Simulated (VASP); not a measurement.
```
TlCl
1.0
    3.84000     0.00000     0.00000
    0.00000     3.84000     0.00000
    0.00000     0.00000     3.84000
Tl Cl
1 1
Direct
  0.00000   0.00000   0.00000
  0.50000   0.50000   0.50000
```

The base run (VASP): PBE GGA, plane waves, VASP's PBE PAW potentials (set 64). Run with 400 eV cut-off, 6×6×6 Γ-centred mesh, Gaussian smearing of 0.050 eV, potentials Tl_d Cl.

One setting is varied; ΔE counts from the base run. The base run took about 7 core-seconds. Times come from single runs on busy shared machines, so they are rough: good to a factor of about 2.

Pressures at a finite cut-off, here 400 eV, hold a Pulay part, which wasn't tested here.

| setting | cost over the base run | electronic steps | ΔE (meV/atom) | pressure (GPa) |
|---|---|---|---|---|
| KPOINTS 2×2×2 Monkhorst-Pack mesh | about 1/3 | 13 | -55.0 | 0.43 |
| KPOINTS 3×3×3 Monkhorst-Pack mesh | about 1/2 | 12 | 2.0 | 0.96 |
| KPOINTS 5×5×5 Monkhorst-Pack mesh | within a factor of 2 | 12 | -0.4 | 1.05 |
| KPOINTS 6×6×6 Monkhorst-Pack mesh | within a factor of 2 | 12 | -0.3 | 1.06 |
| base run | reference | 12 | 0.0 | 1.07 |

Left out are runs that failed, have no time on record or changed the cell.

The compound is TlCl in the CsCl type structure. The cell was not relaxed at this level.
